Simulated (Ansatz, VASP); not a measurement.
BaY: VASP beside Ansatz

```
CELL_PARAMETERS angstrom
4.42037 0.00000 0.00000
0.00000 4.42037 0.00000
0.00000 0.00000 4.42037
ATOMIC_POSITIONS crystal
Ba 0.00000 0.00000 0.00000
Y 0.50000 0.50000 0.50000
```

The cell was built by a generator and needn't be a form met in nature.

Alike in both runs: functional PBE; k mesh 6 × 6 × 6; occupations fermi-dirac, width 0.05 eV; no spin polarisation.

```csv
,VASP,Ansatz
version,VASP 6.6.1,Ansatz 0.2.0
potentials or method,"VASP PAW PBE potentials, release 64 (Ba_sv, Y_sv)",Ansatz PAW
plane-wave cutoff (eV),520,420
valence electrons in the cell,21,21
task,single point,band structure
```

VASP gave:

```
gap on the k mesh at the Fermi level (eV) : none
pressure (GPa)                            : 0.0
```

Problem. Which values does Ansatz return?

Solution. gap on the k mesh at the Fermi level (eV): none; pressure (GPa): -0.1.

A gap of «none» marks a metal or a gap that the smearing closes. With one functional, cell and mesh, what is left measures potentials, basis and numerics.

Caveats: spin-orbit coupling is left out, which moves the levels of the heavy elements (Ansatz). The runs have no spin-orbit coupling, so splittings on Ba are missing.
